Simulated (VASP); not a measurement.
The cell holds one KF (rock salt) (110) slab, with vacuum along c, ions free to move until forces fall under 0.03 eV/Å, no reconstruction beyond this cell, dipole correction on. Ionisation potential and electron affinity count from the cell's own band edges, surface states included.

Data:

```
CELL_PARAMETERS angstrom
      3.75721     0.00000     0.00000
      0.00000     5.31350     0.00000
      0.00000     0.00000    26.16932
ATOMIC_POSITIONS crystal
  K  0.00000 0.00000 0.32269
  K  0.50000 0.50000 0.39011
  K  0.00000 0.00000 0.46429
  K  0.50000 0.50000 0.53571
  K  0.00000 0.00000 0.60989
  K  0.50000 0.50000 0.67731
  F  0.50000 0.00000 0.38898
  F  0.00000 0.50000 0.32379
  F  0.50000 0.00000 0.53514
  F  0.00000 0.50000 0.46486
  F  0.50000 0.00000 0.67621
  F  0.00000 0.50000 0.61102
```

These are PBEsol GGA, VASP's PBE PAW potentials (set 64) (plane waves; VASP) values and carry that method's errors. Run with 450 eV cut-off, 5×4×1 Γ-centred mesh, Gaussian smearing of 0.050 eV, potentials K_sv F.

Slab and bulk use different k-meshes, so the surface energy is good to a few per cent at best.

Question: Predict its surface energy, ionisation potential, electron affinity, band gap (on the k-mesh).

Answer: 
```yaml
surface_energy: 0.42 J/m²
ionisation_potential: 5.68 eV
electron_affinity: 0.84 eV
band gap (on the k-mesh): 4.83 eV
```

The cell is a thin slab with vacuum, built from KF (rock salt): (110) face.
